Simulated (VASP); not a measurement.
An input for Ansatz (written as the equivalent of a VASP run, and not itself run):

Ansatz 0.2 input:
```yaml
crystal:
  lattice:
    - [0.0000000, 3.0396861, 3.0396861]
    - [3.0396861, 0.0000000, 3.0396861]
    - [3.0396861, 3.0396861, 0.0000000]
  atoms:
    - { symbol: Cd, position: [0.0000000, 0.0000000, 0.0000000] }
    - { symbol: Se, position: [0.2500000, 0.2500000, 0.2500000] }
kpoints:
  mp_grid: { grid: [8, 8, 8] }
hamiltonian:
  xc: pbesol
  pseudopotentials: { kind: paw }
scf:
  occupations: { method: gaussian, width: 0.05 }
  max_iter: 100
relax:
  max_steps: 40
  f_tol: 0.01
  cell: { p_target: 20 }
output: { forces: true, stress: true, eigenvalues: true }
```

Q: Translate this input to VASP (INCAR, KPOINTS, POSCAR, choice of POTCAR).

A: Several could match; the one computed here: 
**POSCAR**
```
CdSe
1
   -0.0000000000     3.0396860779     3.0396860779
    3.0396860779     0.0000000000     3.0396860779
    3.0396860779     3.0396860779    -0.0000000000
Cd Se
1 1
Direct
  0.0000000000   0.0000000000   0.0000000000
  0.2500000000   0.2500000000   0.2500000000
```

**KPOINTS**
```
Automatic mesh
0
Gamma
8 8 8
0 0 0
```

**INCAR**
```
ALGO=Normal
EDIFF=1E-7
EDIFFG=-0.01
ENCUT=480
GGA=PS
IBRION=2
ISIF=3
ISMEAR=0
LASPH=.TRUE.
LCHARG=.FALSE.
LMAXMIX=4
LREAL=.FALSE.
LWAVE=.FALSE.
NELM=100
NSW=40
PREC=Accurate
PSTRESS=200
SIGMA=0.05
SYSTEM=CdSe
```

POTCAR, in this order: Cd Se (PBE.64 set). Program: vasp_std.

Limits of the translation: each code has its own PAW files, so the cut-off isn't converted (ENCUT is set for VASP's; basis.ecutwfc is left out, and Ansatz then takes the one that its files recommend); Ansatz stops its SCF on the density residual and VASP on the energy change (EDIFF).

The compound is CdSe in the zinc blende structure, whereas wurtzite is the usual form. This run relaxes it under an external pressure of 20 GPa. Symmetry was kept, so distortions that lower it aren't found.
